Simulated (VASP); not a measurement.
A calculation with VASP 6.6.1 of Mg6SnMo (ASE script, Cartesian positions):

run.py

```python
from ase.calculators.vasp import Vasp
from ase.dft.bandgap import bandgap
from ase.io import read

atoms = read('Mg6SnMo.xyz')
calc = Vasp(
    directory='calc',
    xc='pbe',
    pp='PBE',
    setups='materialsproject',
    prec='Accurate',
    encut=520,
    ediff=1e-07,
    ismear=0,
    sigma=0.02,
    lreal=False,
    lasph=True,
    nelm=60,
    algo='Fast',
    isif=2,
    lwave=False,
    lcharg=False,
    kpts=[6, 5, 5],
    gamma=True,
    nbands=47,
)
atoms.calc = calc

print('energy (eV):', atoms.get_potential_energy())
print('free energy (eV):', atoms.get_potential_energy(force_consistent=True))
print('forces (eV/A):')
print(atoms.get_forces())
print('stress (eV/A^3, Voigt):', atoms.get_stress())
print('Fermi level (eV):', calc.get_fermi_level())
gap, top, bottom = bandgap(calc)
print('band gap (eV):', gap, 'from (spin, k, band)', top, 'to', bottom)
```

Contents of Mg6SnMo.xyz:

```xyz
8
Lattice="4.9563570000 0.0000000000 0.0000000000 0.0000000000 3.1307925000 5.3272295000 0.0000000000 -3.1307925000 5.3272295000" Properties=species:S:1:pos:R:3 pbc="T T T"
Sn     0.0000000000      0.0000000000      8.7884690141
Mo     2.4781785000      0.0000000000      7.0974252450
Mg     2.4781785000      0.0000000000      1.7662109773
Mg     2.4781785000      1.5355723206      4.4617358321
Mg     2.4781785000     -1.5355723206      4.4617358321
Mg     0.0000000000      0.0000000000      3.5556486753
Mg     0.0000000000      1.4961180736      6.2433105393
Mg     0.0000000000     -1.4961180736      6.2433105393
```

Potentials or basis: VASP PAW PBE potentials, release 64 (Sn_d, Mo_pv, Mg_pv).

Run with:

```sh
$ python run.py
```

The cell comes from a database or a generator and needn't be the stable form of this composition.

Question: Write the same calculation in another form: native input, structure from a POSCAR.

Answer: As run:

Contents of INCAR:

```
SYSTEM = Mg6SnMo
ALGO = Normal ; EDIFF = 1E-6
ENCUT = 520 ; GGA = PE
ISIF = 2 ; ISMEAR = 0
LASPH = .TRUE. ; LCHARG = .TRUE.
LELF = .TRUE. ; LREAL = .FALSE.
LVHAR = .TRUE. ; LWAVE = .FALSE.
NELM = 80 ; PREC = Accurate
SIGMA = 0.02
```

KPOINTS

```
k-points
0
G
  6 5 5
  0 0 0
```

POSCAR

```
Mg6SnMo
1.0
    4.9563570000      0.0000000000      0.0000000000
    0.0000000000      3.1307925000      5.3272295000
    0.0000000000     -3.1307925000      5.3272295000
Sn Mo Mg
1 1 6
Direct
    0.0000000000      0.8248630000      0.8248630000
    0.5000000000      0.6661460000      0.6661460000
    0.5000000000      0.1657720000      0.1657720000
    0.5000000000      0.6640040000      0.1735300000
    0.5000000000      0.1735300000      0.6640040000
    0.0000000000      0.3337240000      0.3337240000
    0.0000000000      0.8249170000      0.3470450000
    0.0000000000      0.3470450000      0.8249170000
```

Potentials or basis: VASP PAW PBE potentials, release 64 (Sn_d, Mo_pv, Mg_pv).

Command:

```console
$ cat potpaw_PBE.64/Sn_d/POTCAR potpaw_PBE.64/Mo_pv/POTCAR potpaw_PBE.64/Mg_pv/POTCAR > POTCAR
$ mpirun -np 1 vasp_std > vasp.out
```

Both were run:

|  | ASE script, Cartesian positions | native input, structure from a POSCAR |
| --- | --- | --- |
| Pressure | -0.3 GPa | -0.4 GPa |
| Largest force | 0.031 eV/Å | 0.031 eV/Å |
| Band gap on the k mesh | none (metal or under the smearing width) | none (metal or under the smearing width) |

Keys that steer only the numerical path or the files written may differ.
